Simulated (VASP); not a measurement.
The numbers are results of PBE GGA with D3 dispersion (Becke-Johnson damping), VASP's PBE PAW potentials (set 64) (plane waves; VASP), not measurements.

Input for VASP

**POSCAR**
```
SnO2
1
    4.6978876425     0.0000000000     0.0000000000
    0.0000000000     4.6978876425     0.0000000000
    0.0000000000     0.0000000000     3.1691558885
Sn O
2 4
Direct
  1.0000000000   0.0000000000   0.0000000000
  0.5000000000   0.5000000000   0.5000000000
  0.3062400600   0.3062400600   0.0000000000
  0.8062400600   0.1937599400   0.5000000000
  0.1937599400   0.8062400600   0.5000000000
  0.6937599400   0.6937599400   1.0000000000
```

KPOINTS:
```
K-points
0
G
  5 5 7
0 0 0
```

**INCAR**
```
ALGO  =  Normal
EDIFF  =  1E-7
EDIFFG  =  -0.01
ENCUT  =  520
GGA  =  PE
IBRION  =  2
ISIF  =  4
ISMEAR  =  0
IVDW  =  12
LASPH  =  T
LCHARG  =  F
LMAXMIX  =  4
LREAL  =  F
LWAVE  =  F
NELM  =  100
NSW  =  30
PREC  =  Accurate
SIGMA  =  0.05
SYSTEM  =  SnO2
```

POTCAR, in this order: Sn_d O (PBE.64 set). Program: vasp_std.

The resulting files:

**OSZICAR**
```
       N       E                     dE             d eps       ncg     rms          rms(c)
DAV:   1     0.662170566074E+03    0.66217E+03   -0.26465E+04  1583   0.266E+03
DAV:   2     0.545231925103E+02   -0.60765E+03   -0.58735E+03  1707   0.690E+02
DAV:   3    -0.385182181364E+02   -0.93041E+02   -0.91795E+02  1684   0.227E+02
DAV:   4    -0.431989279219E+02   -0.46807E+01   -0.46618E+01  1791   0.564E+01
DAV:   5    -0.433374906965E+02   -0.13856E+00   -0.13851E+00  1824   0.992E+00    0.163E+01
DAV:   6    -0.369275219430E+02    0.64100E+01   -0.24775E+01  2410   0.719E+01    0.604E+00
DAV:   7    -0.370502548350E+02   -0.12273E+00   -0.21117E+00  1593   0.876E+00    0.335E+00
DAV:   8    -0.370347146302E+02    0.15540E-01   -0.25115E-01  2125   0.576E+00    0.712E-01
DAV:   9    -0.370229857717E+02    0.11729E-01   -0.75795E-02  2318   0.422E+00    0.161E-01
DAV:  10    -0.370235379088E+02   -0.55214E-03   -0.49017E-03  1873   0.576E-01    0.642E-02
DAV:  11    -0.370236605618E+02   -0.12265E-03   -0.32109E-04  1832   0.134E-01    0.146E-02
DAV:  12    -0.370236626129E+02   -0.20511E-05   -0.20483E-05  2324   0.624E-02    0.947E-03
DAV:  13    -0.370236607937E+02    0.18192E-05   -0.10503E-05  2289   0.469E-02    0.282E-03
DAV:  14    -0.370236604562E+02    0.33754E-06   -0.14978E-06  2189   0.152E-02    0.108E-03
DAV:  15    -0.370236604628E+02   -0.66475E-08   -0.49986E-08  1108   0.166E-03
   1 F= -.38395010E+02 E0= -.38395010E+02  d E =-.383950E+02
       N       E                     dE             d eps       ncg     rms          rms(c)
DAV:   1    -0.370503590697E+02   -0.26699E-01   -0.49456E+00  1552   0.156E+01    0.118E+00
DAV:   2    -0.370456475766E+02    0.47115E-02   -0.23230E-01  1825   0.425E+00    0.667E-01
DAV:   3    -0.370314825513E+02    0.14165E-01   -0.16642E-02  2120   0.171E+00    0.174E-01
DAV:   4    -0.370313884831E+02    0.94068E-04   -0.65649E-03  2001   0.607E-01    0.579E-02
DAV:   5    -0.370313588787E+02    0.29604E-04   -0.60263E-04  1663   0.239E-01    0.215E-02
DAV:   6    -0.370313576054E+02    0.12733E-05   -0.63287E-05  2214   0.103E-01    0.892E-03
DAV:   7    -0.370313576038E+02    0.15343E-08   -0.64458E-06  1818   0.269E-02    0.471E-03
DAV:   8    -0.370313581189E+02   -0.51504E-06   -0.10347E-06  1949   0.770E-03    0.998E-04
DAV:   9    -0.370313581179E+02    0.95861E-09   -0.59481E-08  1052   0.298E-03
   2 F= -.38403085E+02 E0= -.38403085E+02  d E =-.807508E-02
       N       E                     dE             d eps       ncg     rms          rms(c)
DAV:   1    -0.370336217621E+02   -0.22636E-02   -0.31438E-01  1550   0.393E+00    0.296E-01
DAV:   2    -0.370333583899E+02    0.26337E-03   -0.14822E-02  1825   0.111E+00    0.168E-01
DAV:   3    -0.370324681502E+02    0.89024E-03   -0.10514E-03  2144   0.439E-01    0.430E-02
DAV:   4    -0.370324648822E+02    0.32680E-05   -0.42566E-04  1935   0.154E-01    0.142E-02
DAV:   5    -0.370324625886E+02    0.22936E-05   -0.42786E-05  1691   0.627E-02    0.515E-03
DAV:   6    -0.370324623341E+02    0.25456E-06   -0.45194E-06  2141   0.249E-02    0.182E-03
DAV:   7    -0.370324624389E+02   -0.10479E-06   -0.44996E-07  1633   0.603E-03    0.131E-03
DAV:   8    -0.370324623533E+02    0.85540E-07   -0.97307E-08  1136   0.407E-03
   3 F= -.38404094E+02 E0= -.38404094E+02  d E =-.908364E-02
       N       E                     dE             d eps       ncg     rms          rms(c)
DAV:   1    -0.370337297921E+02   -0.12674E-02   -0.11992E-01  1495   0.248E+00    0.200E-01
DAV:   2    -0.370333156850E+02    0.41411E-03   -0.25479E-03  2156   0.538E-01    0.119E-01
DAV:   3    -0.370330039615E+02    0.31172E-03   -0.28114E-04  2268   0.244E-01    0.145E-02
DAV:   4    -0.370330082323E+02   -0.42709E-05   -0.73894E-05  1761   0.635E-02    0.653E-03
DAV:   5    -0.370330086773E+02   -0.44490E-06   -0.22841E-06  1820   0.162E-02    0.264E-03
DAV:   6    -0.370330087486E+02   -0.71317E-07   -0.25498E-07  1458   0.593E-03
   4 F= -.38404629E+02 E0= -.38404629E+02  d E =-.535074E-03
       N       E                     dE             d eps       ncg     rms          rms(c)
DAV:   1    -0.370331364399E+02   -0.12776E-03   -0.13357E-02  1516   0.828E-01    0.666E-02
DAV:   2    -0.370330902782E+02    0.46162E-04   -0.28439E-04  2139   0.181E-01    0.395E-02
DAV:   3    -0.370330555122E+02    0.34766E-04   -0.31124E-05  2275   0.815E-02    0.489E-03
DAV:   4    -0.370330560463E+02   -0.53417E-06   -0.81774E-06  1777   0.209E-02    0.218E-03
DAV:   5    -0.370330561624E+02   -0.11603E-06   -0.23597E-07  1414   0.555E-03    0.854E-04
DAV:   6    -0.370330561758E+02   -0.13459E-07   -0.42604E-08   982   0.245E-03
   5 F= -.38404672E+02 E0= -.38404672E+02  d E =-.578618E-03
```

### OUTCAR
```
------------------------ aborting loop because EDIFF is reached ----------------------------------------
 Edisp (eV)   -1.37162
  FORCE on cell =-STRESS in cart. coord.  units (eV):
  Direction    XX          YY          ZZ          XY          YZ          ZX
  --------------------------------------------------------------------------------------
  Total       5.69905     5.69905     5.71493     0.00000     0.00000     0.00000
  in kB     130.54629   130.54629   130.90992     0.00000     0.00000     0.00000
  external pressure =      130.67 kB  Pullay stress =        0.00 kB
  volume of cell :       69.94
      direct lattice vectors                 reciprocal lattice vectors
     4.677499039  0.000000000  0.000000000     0.213789461  0.000000000  0.000000000
    -0.000000000  4.677499039  0.000000000    -0.000000000  0.213789461  0.000000000
     0.000000000  0.000000000  3.196843969     0.000000000  0.000000000  0.312808510
 POSITION                                       TOTAL-FORCE (eV/Angst)
 -----------------------------------------------------------------------------------
     -0.00000      4.67750      0.00000        -0.000000      0.000000     -0.000000
      2.33875      2.33875      1.59842        -0.000000      0.000000     -0.000000
      1.42856      1.42856      0.00000         0.000971      0.000971     -0.000000
      3.76731      0.91019      1.59842         0.000971     -0.000971      0.000000
      0.91019      3.76731      1.59842        -0.000971      0.000971     -0.000000
      3.24894      3.24894      0.00000        -0.000971     -0.000971      0.000000
 -----------------------------------------------------------------------------------
    total drift:                                0.000000      0.000000      0.000000
  FREE ENERGIE OF THE ION-ELECTRON SYSTEM (eV)
  ---------------------------------------------------
  free  energy   TOTEN  =       -38.4046721756 eV

  energy  without entropy=      -38.4046721756  energy(sigma->0) =      -38.40467218

 reached required accuracy - stopping structural energy minimisation
```
(Selected blocks of OUTCAR.)

CONTCAR:
```
SnO2
   1.00000000000000
     4.6774990392846902    0.0000000000000000    0.0000000000000000
    -0.0000000000000000    4.6774990392846902    0.0000000000000000
     0.0000000000000000    0.0000000000000000    3.1968439691608266
  Sn              O
     2     4
Direct
     0.0000000000000000    1.0000000000000000    0.0000000000000000
     0.5000000000000000    0.5000000000000000    0.5000000000000000
     0.3054104542725605    0.3054104542725605    0.0000000000000000
     0.8054104542725604    0.1945895457274395    0.5000000000000000
     0.1945895457274395    0.8054104542725604    0.5000000000000000
     0.6945895457274396    0.6945895457274396    0.0000000000000000
```

OUTCAR:
```
 val. band max:        6.4184652153   @ k =   0.0000   0.0000   0.0000

 cond. band min:       7.8733059378   @ k =   0.0000   0.0000   0.0000


 Fermi energy:         6.6383092958

 k-point     1 :       0.0000    0.0000    0.0000
  band No.  band energies     occupation
      1     -14.7281      2.00000
      2     -13.8436      2.00000
      3     -13.5890      2.00000
      4     -13.5623      2.00000
      5     -13.5623      2.00000
      6     -13.5403      2.00000
      7     -13.4298      2.00000
      8     -13.3298      2.00000
      9     -13.2851      2.00000
     10     -13.2851      2.00000
     11     -12.6138      2.00000
     12     -10.7400      2.00000
     13     -10.7400      2.00000
     14      -8.7180      2.00000
     15      -1.7941      2.00000
     16       2.3140      2.00000
     17       2.3159      2.00000
     18       2.3159      2.00000
     19       3.2166      2.00000
     20       4.3894      2.00000
     21       4.5871      2.00000
     22       5.1590      2.00000
     23       5.1590      2.00000
     24       5.6338      2.00000
     25       5.6338      2.00000
     26       6.4185      2.00000
     27       7.8733      0.00000
     28      12.6881      0.00000
     29      12.7572      0.00000
     30      12.7572      0.00000
     31      16.9990      0.00000

 k-point     2 :       0.2000    0.0000    0.0000
  band No.  band energies     occupation
      1     -14.6610      2.00000
      2     -13.9238      2.00000
      3     -13.5906      2.00000
      4     -13.5878      2.00000
      5     -13.5592      2.00000
      6     -13.5590      2.00000
      7     -13.4189      2.00000
      8     -13.3377      2.00000
      9     -13.2890      2.00000
     10     -13.2888      2.00000
     11     -12.5002      2.00000
     12     -11.0057      2.00000
     13     -10.4722      2.00000
     14      -8.8263      2.00000
     15      -1.5298      2.00000
     16       1.6645      2.00000
     17       2.4762      2.00000
...
```

Unless said otherwise, spin-orbit coupling is left out, though it shifts the bands of the heavy elements here.

The compound is SnO2 in the rutile structure. This cell is one point of a volume scan, at 0.94 of the reference volume. Symmetry was kept, so distortions that lower it aren't found.
